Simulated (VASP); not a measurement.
Here is the system:

```yaml
crystal:
  lattice:
    - [0.00000, 2.82252, 2.82252]
    - [2.82252, 0.00000, 2.82252]
    - [2.82252, 2.82252, 0.00000]
  atoms:
    - { symbol: Na, position: [0.00000, 0.00000, 0.00000] }
    - { symbol: Cl, position: [0.50000, 0.50000, 0.50000] }
```

All values below come from PBE GGA with D3 dispersion (zero damping), VASP's PBE PAW potentials (set 64) (plane waves; VASP). Settings: 520 eV cut-off, 9×9×9 Γ-centred mesh, tetrahedra with Blöchl corrections, potentials Na_pv Cl.

**Question.** Tabulate the total density of states (states/eV per cell) against energy (eV; zero at the valence-band maximum or, without a gap, the Fermi level).

**Answer.** 
```
E (eV) | DOS (states/eV)
    -9.93 |  0.00
    -9.45 |  0.00
    -8.97 |  0.00
    -8.49 |  0.00
    -8.01 |  0.00
    -7.53 |  0.00
    -7.05 |  0.00
    -6.57 |  0.00
    -6.09 |  0.00
    -5.61 |  0.00
    -5.25 |  0.00
    -4.77 |  0.00
    -4.29 |  0.00
    -3.81 |  0.00
    -3.33 |  0.00
    -2.85 |  0.00
    -2.37 |  0.00
    -1.89 | # 0.16
    -1.41 | ###################### 4.72
    -0.93 | ########### 2.35
    -0.45 | ############################## 6.33
     0.03 |  0.10
     0.51 |  0.00
     0.99 |  0.00
     1.47 |  0.00
     1.95 |  0.00
     2.43 |  0.00
     2.91 |  0.00
     3.39 |  0.00
     3.87 |  0.00
     4.23 |  0.00
     4.71 |  0.00
     5.19 |  0.00
     5.67 |  0.07
     6.15 | # 0.13
     6.63 | # 0.22
     7.11 | ## 0.40
     7.59 | #### 0.89
     8.07 | ###### 1.32
     8.55 | ####### 1.41
```
Within 2 eV below the valence-band maximum the largest weight inside VASP's projection spheres is Cl p.

The compound is NaCl in the rock salt structure. It was relaxed first.
